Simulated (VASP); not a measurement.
An input for Quantum ESPRESSO's pw.x (written as the equivalent of a VASP run, and not itself run):

```
&CONTROL
  calculation = 'vc-relax'
  pseudo_dir = './pseudo'
  outdir = './out'
  tprnfor = .true.
  tstress = .true.
  nstep = 60
  forc_conv_thr = 0.00078
/
&SYSTEM
  ibrav = 0
  nat = 8
  ntyp = 3
  ecutwfc = 84
  occupations = 'smearing'
  smearing = 'methfessel-paxton'
  degauss = 0.00735
  input_dft = 'pbesol'
/
&ELECTRONS
  conv_thr = 7.3e-08
  electron_maxstep = 100
/
&IONS
/
&CELL
/
ATOMIC_SPECIES
  Sc 44.956 Sc.upf
  N 14.007 N.upf
  Hf 178.490 Hf.upf
CELL_PARAMETERS angstrom
     0.0000000    2.2391987    2.2391987
     2.2391987   -0.0000000    2.2391987
     8.9553534    8.9553534    0.0014415
ATOMIC_POSITIONS crystal
  Sc   0.9942993  0.9942993  0.0042755
  Sc   0.0000000  0.0000000  0.2500000
  Sc   0.0057007  0.0057007  0.4957245
  N    0.5014238  0.5014238  0.1239322
  N    0.4985762  0.4985762  0.3760678
  N    0.4952822  0.4952822  0.6285383
  N    0.5047178  0.5047178  0.8714617
  Hf   0.0000000  0.0000000  0.7500000
K_POINTS automatic
  11 11 3 0 0 0
```

Q: Translate this input to VASP (INCAR, KPOINTS, POSCAR, choice of POTCAR).

A: This is not unique; one that fits is 
**INCAR**
```
! general
SYSTEM  = HfSc3N4
PREC    = Accurate
ENCUT   = 520
LREAL   = .FALSE.
LASPH   = .TRUE.

! electronic loop
EDIFF   = 1E-6
NELM    = 100
ALGO    = Normal
LMAXMIX = 6

! smearing
ISMEAR  = 1
SIGMA   = 0.1

! functional
GGA     = PS

! ions
IBRION  = 2
NSW     = 60
ISIF    = 3
EDIFFG  = -0.02

! output
LWAVE   = .FALSE.
LCHARG  = .FALSE.
```

### KPOINTS
```
Automatic mesh
0
gamma
 11 11 3
0 0 0
```

POSCAR:
```
HfSc3N4
1
    0.0000000000     2.2391987271     2.2391987271
    2.2391987271    -0.0000000000     2.2391987271
    8.9553533906     8.9553533906     0.0014415180
Sc N Hf
3 4 1
Direct
  0.9942993014   0.9942993014   0.0042755240
  0.0000000000   0.0000000000   0.2500000000
  0.0057006986   0.0057006986   0.4957244760
  0.5014237518   0.5014237518   0.1239321861
  0.4985762482   0.4985762482   0.3760678139
  0.4952822271   0.4952822271   0.6285383297
  0.5047177729   0.5047177729   0.8714616703
  0.0000000000   0.0000000000   0.7500000000
```

POTCAR, in this order: Sc_sv N Hf_pv (PBE.64 set). Program: vasp_std.

What does not carry over: the potentials are each code's own (VASP's PAW set, PseudoDojo norm-conserving files in pw.x), so ENCUT and ecutwfc are chosen apart and not converted; conv_thr bounds pw.x's estimated SCF error, while EDIFF bounds the energy change between steps; forc_conv_thr acts on force components and is met together with etot_conv_thr.

The structure was generated: HfSc3N4 was put into an ordered model structure (R-3m), which need not be its known phase. This run relaxes it. Symmetry was kept, so distortions that lower it aren't found. The start is the result of an earlier pass.
